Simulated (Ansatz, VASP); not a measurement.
**TiW3C4 in VASP and in Ansatz**

File INCAR:

```
PREC = Accurate
ENCUT = 520
EDIFF = 1E-6
ISMEAR = 0
SIGMA = 0.1
LREAL = F
LASPH = T
NELM = 100
ALGO = Normal
ISIF = 2
LWAVE = F
LCHARG = T
GGA = PE
LELF = T
LVHAR = T
NBANDS = 45
```

File KPOINTS:

```
Automatic mesh
0
Gamma
  6 6 2
```

Contents of POSCAR:

```
TiW3C4
1.0
    3.4634270500      0.0000000000      0.0000000000
    0.0000000000      3.4634270500      0.0000000000
    0.0000000000      0.0000000000      9.7960510100
Ti W C
1 3 4
Direct
    0.5000000000      0.5000000000      0.0000000000
    0.0000000000      0.0000000000      0.7500000000
    0.0000000000      0.0000000000      0.2500000000
    0.5000000000      0.5000000000      0.5000000000
    0.0000000000      0.0000000000      0.0000000000
    0.5000000000      0.5000000000      0.2500000000
    0.0000000000      0.0000000000      0.5000000000
    0.5000000000      0.5000000000      0.7500000000
```

Input for Ansatz:

```yaml
crystal:
  lattice:
    - [3.46342705, 0.0, 0.0]
    - [0.0, 3.46342705, 0.0]
    - [0.0, 0.0, 9.79605101]
  atoms:
    - { symbol: Ti, position: [0.5, 0.5, 0.0] }
    - { symbol: W, position: [0.0, 0.0, 0.75] }
    - { symbol: W, position: [0.0, 0.0, 0.25] }
    - { symbol: W, position: [0.5, 0.5, 0.5] }
    - { symbol: C, position: [0.0, 0.0, 0.0] }
    - { symbol: C, position: [0.5, 0.5, 0.25] }
    - { symbol: C, position: [0.0, 0.0, 0.5] }
    - { symbol: C, position: [0.5, 0.5, 0.75] }
basis:
  ecutwfc: 420
kpoints:
  mp_grid: { grid: [6, 6, 2] }
hamiltonian:
  xc: pbe
scf:
  occupations: { method: gaussian, width: 0.1 }
  lower_state_search: "off"
output:
  forces: true
  stress: true
  eigenvalues: true
```

Alike in both runs: task single point; functional PBE; k mesh 6 × 6 × 2; occupations gaussian, width 0.1 eV; no spin polarisation.

```csv
,VASP,Ansatz
version,VASP 6.6.1,Ansatz 0.2.0
potentials or method,"VASP PAW PBE potentials, release 64 (Ti_sv, W_sv, C)","scalar-relativistic, plane waves, PAW"
plane-wave cutoff (eV),520,420
valence electrons in the cell,70,70
```

```csv
,VASP,Ansatz,Ansatz less VASP
gap on the k mesh at the Fermi level (eV),none,none,-
rms of the force components (eV/Å),0.146,0.146,-0.0002
```

Atom by atom the forces differ by 0.002 eV/Å (rms over components). A gap of «none» marks a metal or a gap that the smearing closes. With one functional, cell and mesh, what is left measures potentials, basis and numerics.

 Spin-orbit coupling is left out, which matters for the levels of W.
